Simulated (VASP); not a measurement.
A VASP calculation is set up with these files.

### INCAR
```
SYSTEM  =  ZnS
PREC  =  Accurate; ENCUT  =  300; LREAL  =  Auto
LASPH  =  .TRUE.; NBANDS  =  73
EDIFF  =  1E-6; NELM  =  100; ALGO  =  Normal
LMAXMIX  =  4
ISMEAR  =  0; SIGMA  =  0.01
GGA  =  PS
ISIF  =  2
LWAVE  =  .FALSE.; LCHARG  =  .FALSE.
```

### POSCAR
```
ZnS
1
    3.7786850000     0.0000000000     0.0000000000
   -1.8893420000     3.2724360000     0.0000000000
    0.0000000000     0.0000000000    24.6968110000
Zn S
8 8
Direct
  0.3333330000   0.6666670000   0.7499100000
  0.6666670000   0.3333330000   0.2499100000
  0.3333330000   0.6666670000   0.1247900000
  0.6666670000   0.3333330000   0.6247900000
  0.0000000000   0.0000000000   0.0000400000
  0.0000000000   0.0000000000   0.5000400000
  0.6666670000   0.3333330000   0.8753200000
  0.3333330000   0.6666670000   0.3753200000
  0.0000000000   0.0000000000   0.5937100000
  0.0000000000   0.0000000000   0.0937100000
  0.6666670000   0.3333330000   0.9689900000
  0.3333330000   0.6666670000   0.4689900000
  0.3333330000   0.6666670000   0.2185000000
  0.6666670000   0.3333330000   0.7185000000
  0.6666670000   0.3333330000   0.3439300000
  0.3333330000   0.6666670000   0.8439300000
```

File KPOINTS:
```
K-points
0
Gamma
  7 7 1
0.5 0.5 0.5
```

POTCAR, in this order: Zn S (PBE.64 set). Program: vasp_std.

Question: Write an equivalent input for Quantum ESPRESSO's pw.x.

Answer: One equivalent input (not run):
```
&CONTROL
  calculation = 'scf'
  pseudo_dir = './pseudo'
  outdir = './out'
  tprnfor = .true.
  tstress = .true.
/
&SYSTEM
  ibrav = 0
  nat = 16
  ntyp = 2
  ecutwfc = 84
  occupations = 'smearing'
  smearing = 'gaussian'
  degauss = 0.000735
  input_dft = 'pbesol'
/
&ELECTRONS
  conv_thr = 7.3e-08
  electron_maxstep = 100
/
ATOMIC_SPECIES
  Zn 65.380 Zn.upf
  S 32.060 S.upf
CELL_PARAMETERS angstrom
     3.7786850    0.0000000    0.0000000
    -1.8893420    3.2724360    0.0000000
     0.0000000    0.0000000   24.6968110
ATOMIC_POSITIONS crystal
  Zn   0.3333330  0.6666670  0.7499100
  Zn   0.6666670  0.3333330  0.2499100
  Zn   0.3333330  0.6666670  0.1247900
  Zn   0.6666670  0.3333330  0.6247900
  Zn   0.0000000  0.0000000  0.0000400
  Zn   0.0000000  0.0000000  0.5000400
  Zn   0.6666670  0.3333330  0.8753200
  Zn   0.3333330  0.6666670  0.3753200
  S    0.0000000  0.0000000  0.5937100
  S    0.0000000  0.0000000  0.0937100
  S    0.6666670  0.3333330  0.9689900
  S    0.3333330  0.6666670  0.4689900
  S    0.3333330  0.6666670  0.2185000
  S    0.6666670  0.3333330  0.7185000
  S    0.6666670  0.3333330  0.3439300
  S    0.3333330  0.6666670  0.8439300
K_POINTS automatic
  7 7 1 1 1 1
```
What does not carry over: the potentials are each code's own (VASP's PAW set, PseudoDojo norm-conserving files in pw.x), so ENCUT and ecutwfc are chosen apart and not converted; conv_thr bounds pw.x's estimated SCF error, while EDIFF bounds the energy change between steps; the number of bands isn't carried over, since the valence differs with the files.

The structure comes from a computed database's ZnS entry; how it stands against other phases isn't given here. The cell was not relaxed at this level. The run is one of a series of settings (NBANDS = 73 against the base run), some of them coarse on purpose.
